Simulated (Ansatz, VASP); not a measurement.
**Cross-check of Tl2Se between VASP and Ansatz**

Wanted: the spread between two codes on one cell, functional and k mesh. The cell is generated by rule, not measured, and may not be a known phase. The cell is taken from a series of runs on this material, whose earlier steps may have relaxed, scaled, displaced or heated it; both programs get it as it stands.

Main program and level: Ansatz 0.2.0; plane waves, with VASP 6.6.1 beside it; zone-centre phonons at PBEsol.

The structure was built from a prototype and need not be the compound's stable phase.

### Step 1. The starting structure

It takes space group P4/nmm (No. 129, tetragonal). The conventional cell has a = 4.798 Å, b = 4.798 Å, c = 7.568 Å, α = 90.00°, β = 90.00°, γ = 90.00°. Nearest to Se lie 9 Tl at 2.84 to 3.42 Å. Nearest to Tl lie 5 Se at 2.84 to 3.42 Å. Tl has 4 Se at 3.23 Å and 4 Tl at 3.39 Å nearest. Farther neighbours and most contacts between anions are not listed.

### Step 2. VASP: zone-centre phonons, PBEsol

Second derivatives magnify differences that forces hide, and they need a tight electronic threshold.

Lines of VASP's logs that name or quote its potential files are left out, and so is its time.

Contents of INCAR:

```
SYSTEM = Tl2Se
PREC = Accurate
ENCUT = 500
EDIFF = 1E-08
NELM = 120
ISMEAR = 1
SIGMA = 0.2
LREAL = .FALSE.
ALGO = Normal
GGA = PS
NBANDS = 39
LORBIT = 11
LWAVE = .FALSE.
LCHARG = .FALSE.
ISIF = 2
IBRION = 8
LASPH = .TRUE.
GGA_COMPAT = .FALSE.
KPAR = 2
```

Contents of POSCAR:

```
Tl2Se
1.0
    4.7983720339      0.0000000000      0.0000000000
    0.0000000000      4.7983720339      0.0000000000
    0.0000000000      0.0000000000      7.5675463132
Se Tl
2 4
Direct
    0.5000000000      0.0000000000      0.7144094608
    0.0000000000      0.5000000000      0.2855905392
    0.0000000000      0.5000000000      0.6603424898
    0.5000000000      0.5000000000      0.0000000000
    0.5000000000      0.0000000000      0.3396575102
    0.0000000000      0.0000000000      0.0000000000
```

Contents of KPOINTS:

```
Automatic mesh
0
Gamma
8 8 6
0 0 0
```

The projector-augmented-wave data sets are Se and Tl_d (PBE family, release 64).

Started as:

```console
$ mpirun -np 2 vasp_std
```

Numbers of over 12 decimals in the logs are rounded to 6 here.

The program printed:

```text
[banner, memory and clock lines left out]
running    2 mpi-ranks, on    1 nodes
 distrk:  each k-point on    1 cores,    2 groups
 distr:  one band on    1 cores,    1 groups

 POSCAR found type information on POSCAR SeTl
 POSCAR found :  2 types and       6 ions
|                                                                             |
|               ----> ADVICE to this user running VASP <----                  |
|                                                                             |
|     You enforced a specific xc type in the INCAR file but a different       |
|     [... a line on the potential file left out ...]
|     I HOPE YOU KNOW WHAT YOU ARE DOING!                                     |
|                                                                             |

 LDA part: xc-table for (Slater+PW92), standard interpolation
 POSCAR, INCAR and KPOINTS ok, starting setup
 FFT: planning ... GRIDC
 FFT: planning ... GRID_SOFT
 FFT: planning ... GRID
 WAVECAR not read
 entering main loop
       N       E                     dE             d eps       ncg     rms          rms(c)
DAV:   1     0.355907736362E+03    0.35591E+03   -0.31590E+04  4720   0.145E+03
DAV:   2    -0.347267521403E+01   -0.35938E+03   -0.34567E+03  5173   0.315E+02
DAV:   3    -0.202492469630E+02   -0.16777E+02   -0.16333E+02  5508   0.530E+01
DAV:   4    -0.205263967642E+02   -0.27715E+00   -0.27697E+00  4891   0.638E+00
DAV:   5    -0.205307084919E+02   -0.43117E-02   -0.43107E-02  5680   0.836E-01    0.604E+00
DAV:   6    -0.197430665021E+02    0.78764E+00   -0.14972E+00  5650   0.581E+00    0.433E+00
DAV:   7    -0.197425942366E+02    0.47227E-03   -0.40397E-01  4883   0.225E+00    0.245E+00
DAV:   8    -0.197382233751E+02    0.43709E-02   -0.33036E-02  5227   0.985E-01    0.205E-01
DAV:   9    -0.197360683318E+02    0.21550E-02   -0.82230E-03  5321   0.500E-01    0.982E-02
DAV:  10    -0.197362206085E+02   -0.15228E-03   -0.88093E-04  5037   0.116E-01    0.368E-02
DAV:  11    -0.197362532548E+02   -0.32646E-04   -0.75259E-05  5358   0.377E-02    0.120E-02
DAV:  12    -0.197362534517E+02   -0.19693E-06   -0.10623E-05  5337   0.139E-02    0.528E-03
DAV:  13    -0.197362538605E+02   -0.40881E-06   -0.25797E-06  5010   0.836E-03    0.204E-03
DAV:  14    -0.197362539088E+02   -0.48290E-07   -0.21161E-07  5268   0.206E-03    0.939E-04
DAV:  15    -0.197362539201E+02   -0.11340E-07   -0.41642E-08  4129   0.916E-04    0.166E-04
DAV:  16    -0.197362539144E+02    0.57362E-08   -0.70457E-09  3328   0.454E-04
   1 F= -.19736254E+02 E0= -.19737297E+02  d E =0.312921E-02
 Linear response reoptimize wavefunctions to high precision
DAV:   1    -0.197362539175E+02   -0.30996E-08   -0.13864E-09  2683   0.197E-04
DAV:   2    -0.197362539176E+02   -0.70031E-10   -0.17366E-10  2627   0.585E-05
 Linear response DOF=           6
 Linear response progress:
  Degree of freedom:   1/  6
       N       E                     dE             d eps       ncg     rms          rms(c)
RMM:   1    -0.881316924205E-01   -0.88132E-01    0.83501E-02 20730   0.802E-01
RMM:   2    -0.869327350627E-01    0.11990E-02   -0.21722E-03 15357   0.134E-01    0.484E-02
RMM:   3    -0.871051257295E-01   -0.17239E-03   -0.63000E-05 16298   0.243E-02    0.292E-02
RMM:   4    -0.873657034128E-01   -0.26058E-03   -0.44731E-05 16452   0.227E-02    0.542E-03
RMM:   5    -0.873456026166E-01    0.20101E-04   -0.52354E-07 16722   0.289E-03    0.370E-03
RMM:   6    -0.873374611930E-01    0.81414E-05   -0.24246E-07 16583   0.168E-03    0.559E-04
RMM:   7    -0.873394794117E-01   -0.20182E-05   -0.17615E-08 17036   0.377E-04    0.165E-04
RMM:   8    -0.873397153964E-01   -0.23598E-06   -0.17031E-09 16722   0.164E-04    0.650E-05
RMM:   9    -0.873396846318E-01    0.30765E-07    0.49574E-09 17238   0.286E-05    0.212E-05
RMM:  10    -0.873397631394E-01   -0.78508E-07   -0.94817E-09 17087   0.166E-05    0.815E-06
RMM:  11    -0.873397262283E-01    0.36911E-07    0.22971E-09 16394   0.779E-06    0.228E-06
RMM:  12    -0.873397299513E-01   -0.37231E-08   -0.12152E-08 11296   0.523E-06    0.471E-07
 first order change of Fermi-energy  -0.60238E-04
 force on displaced ion       1 direction 1 :  -0.817   0.000   0.000
 Linear response progress:
  Degree of freedom:   2/  6
       N       E                     dE             d eps       ncg     rms          rms(c)
RMM:   1    -0.942616507700E-01   -0.94262E-01    0.10797E-01 10572   0.854E-01
RMM:   2    -0.934192556431E-01    0.84240E-03   -0.24309E-03  7097   0.142E-01    0.106E-01
RMM:   3    -0.935877583761E-01   -0.16850E-03   -0.20539E-04  7609   0.361E-02    0.583E-02
RMM:   4    -0.937682600205E-01   -0.18050E-03   -0.78141E-05  7591   0.246E-02    0.153E-02
RMM:   5    -0.937892982030E-01   -0.21038E-04   -0.52349E-06  7658   0.738E-03    0.513E-03
RMM:   6    -0.937783259206E-01    0.10972E-04   -0.72014E-07  7551   0.218E-03    0.153E-03
RMM:   7    -0.937792140737E-01   -0.88815E-06   -0.42740E-08  7821   0.781E-04    0.377E-04
RMM:   8    -0.937792920865E-01   -0.78013E-07    0.11609E-08  7824   0.227E-04    0.860E-05
RMM:   9    -0.937796046002E-01   -0.31251E-06    0.11173E-09  7799   0.109E-04    0.254E-05
RMM:  10    -0.937796242166E-01   -0.19616E-07   -0.37351E-09  7867   0.309E-05    0.126E-05
RMM:  11    -0.937795766006E-01    0.47616E-07    0.81824E-10  7882   0.131E-05    0.269E-06
RMM:  12    -0.937795760617E-01    0.53889E-09   -0.21970E-08  6880   0.697E-06    0.145E-06
 first order change of Fermi-energy   0.23213E+00
 force on displaced ion       1 direction 3 :   0.000   0.000  -3.237
 Linear response progress:
  Degree of freedom:   3/  6
       N       E                     dE             d eps       ncg     rms          rms(c)
RMM:   1    -0.342657947527E+00   -0.34266E+00   -0.24027E-01 17040   0.271E+00
RMM:   2    -0.343410998709E+00   -0.75305E-03   -0.31695E-03 15277   0.315E-01    0.318E-02
RMM:   3    -0.343223661285E+00    0.18734E-03   -0.65806E-05 17209   0.410E-02    0.175E-02
RMM:   4    -0.342997007318E+00    0.22665E-03   -0.10069E-05 17225   0.143E-02    0.383E-03
RMM:   5    -0.342989187238E+00    0.78201E-05   -0.38160E-08 17549   0.234E-03    0.188E-03
RMM:   6    -0.342993423170E+00   -0.42359E-05   -0.50380E-07 16944   0.211E-03    0.364E-04
RMM:   7    -0.342991371315E+00    0.20519E-05   -0.13062E-07 17524   0.409E-04    0.185E-04
RMM:   8    -0.342992087849E+00   -0.71653E-06   -0.17146E-08 17008   0.176E-04    0.255E-05
RMM:   9    -0.342992021356E+00    0.66493E-07   -0.18034E-08 17822   0.417E-05    0.771E-06
RMM:  10    -0.342992110126E+00   -0.88770E-07   -0.41900E-09 17710   0.187E-05    0.253E-06
RMM:  11    -0.342992118270E+00   -0.81444E-08   -0.15888E-09 15520   0.118E-05    0.948E-07
 first order change of Fermi-energy   0.63092E-06
 force on displaced ion       3 direction 1 :  -0.745   0.000  -0.000
 Linear response progress:
  Degree of freedom:   4/  6
       N       E                     dE             d eps       ncg     rms          rms(c)
RMM:   1    -0.352284152865E+00   -0.35228E+00   -0.23575E-01  8008   0.274E+00
RMM:   2    -0.351783652262E+00    0.50050E-03   -0.34366E-03  7046   0.327E-01    0.825E-02
RMM:   3    -0.351412144140E+00    0.37151E-03   -0.92850E-05  7875   0.486E-02    0.465E-02
RMM:   4    -0.351075057214E+00    0.33709E-03   -0.45584E-05  7800   0.245E-02    0.110E-02
RMM:   5    -0.351054285989E+00    0.20771E-04   -0.15142E-06  8037   0.574E-03    0.322E-03
RMM:   6    -0.351070007757E+00   -0.15722E-04   -0.15005E-06  7820   0.287E-03    0.934E-04
RMM:   7    -0.351072378318E+00   -0.23706E-05   -0.34544E-07  8128   0.778E-04    0.306E-04
RMM:   8    -0.351075069892E+00   -0.26916E-05   -0.20389E-07  7935   0.313E-04    0.100E-04
RMM:   9    -0.351075118187E+00   -0.48296E-07   -0.17679E-08  7967   0.111E-04    0.344E-05
RMM:  10    -0.351075216687E+00   -0.98500E-07    0.11328E-08  8150   0.405E-05    0.960E-06
RMM:  11    -0.351075239686E+00   -0.22999E-07    0.13816E-08  7973   0.237E-05    0.338E-06
RMM:  12    -0.351075254865E+00   -0.15179E-07    0.64548E-09  7917   0.136E-05    0.153E-06
RMM:  13    -0.351075241323E+00    0.13542E-07    0.70132E-09  6401   0.105E-05    0.481E-07
RMM:  14    -0.351075242568E+00   -0.12453E-08    0.55760E-09  4647   0.955E-06    0.141E-07
 first order change of Fermi-energy  -0.15247E+00
 force on displaced ion       3 direction 3 :   0.000   0.000  -4.568
 Linear response progress:
  Degree of freedom:   5/  6
       N       E                     dE             d eps       ncg     rms          rms(c)
RMM:   1    -0.343201777440E+00   -0.34320E+00   -0.23491E-01 16984   0.274E+00
RMM:   2    -0.343338419293E+00   -0.13664E-03   -0.32407E-03 15247   0.306E-01    0.384E-02
RMM:   3    -0.343161258280E+00    0.17716E-03   -0.90570E-05 17155   0.393E-02    0.206E-02
RMM:   4    -0.342965188879E+00    0.19607E-03   -0.10265E-05 17434   0.132E-02    0.436E-03
RMM:   5    -0.342958534088E+00    0.66548E-05   -0.18699E-06 17496   0.215E-03    0.206E-03
RMM:   6    -0.342962609479E+00   -0.40754E-05   -0.28058E-07 16972   0.195E-03    0.265E-04
RMM:   7    -0.342960775891E+00    0.18336E-05   -0.28611E-07 17562   0.348E-04    0.126E-04
RMM:   8    -0.342960532081E+00    0.24381E-06   -0.65364E-08 17572   0.110E-04    0.173E-05
RMM:   9    -0.342960368188E+00    0.16389E-06   -0.16788E-09 17959   0.283E-05    0.607E-06
RMM:  10    -0.342960351759E+00    0.16429E-07   -0.26299E-09 17919   0.151E-05    0.183E-06
RMM:  11    -0.342960329996E+00    0.21763E-07   -0.14991E-09 14084   0.105E-05    0.836E-07
RMM:  12    -0.342960330439E+00   -0.44346E-09   -0.20122E-09 11585   0.966E-06    0.108E-07
 first order change of Fermi-energy   0.36016E-04
 force on displaced ion       4 direction 1 :  -2.368   0.000   0.000
 Linear response progress:
  Degree of freedom:   6/  6
       N       E                     dE             d eps       ncg     rms          rms(c)
RMM:   1    -0.351631913866E+00   -0.35163E+00   -0.23942E-01 13068   0.276E+00
RMM:   2    -0.351602495861E+00    0.29418E-04   -0.33518E-03 11762   0.320E-01    0.461E-02
RMM:   3    -0.351286802025E+00    0.31569E-03   -0.12385E-04 13175   0.482E-02    0.269E-02
RMM:   4    -0.351104429267E+00    0.18237E-03   -0.28001E-05 13338   0.186E-02    0.128E-02
RMM:   5    -0.351053415704E+00    0.51014E-04   -0.40907E-06 13537   0.639E-03    0.409E-03
RMM:   6    -0.351059899447E+00   -0.64837E-05   -0.74046E-07 13035   0.280E-03    0.630E-04
RMM:   7    -0.351057855308E+00    0.20441E-05   -0.50622E-08 13744   0.587E-04    0.251E-04
RMM:   8    -0.351058619294E+00   -0.76399E-06    0.68606E-09 13464   0.231E-04    0.582E-05
RMM:   9    -0.351058628100E+00   -0.88061E-08   -0.21533E-09 13672   0.658E-05    0.225E-05
 first order change of Fermi-energy   0.89509E-04
 force on displaced ion       4 direction 3 :   0.000   0.000  -1.623
 Linear response finished
```

[end of part 1 of 2]

[Lines on the potential files, build, host, timing and source positions are cut from VASP's logs without a mark.]

[Logs are printed without paths, hosts, clocks, repeated set-up lines and the standing remarks that a program may print on its own settings, such as how far it seeks lower states.]

[Hosts, paths, dates, database ids (printed as entryN), source tags and the programs' standing remarks are cut or masked in the printed files.]
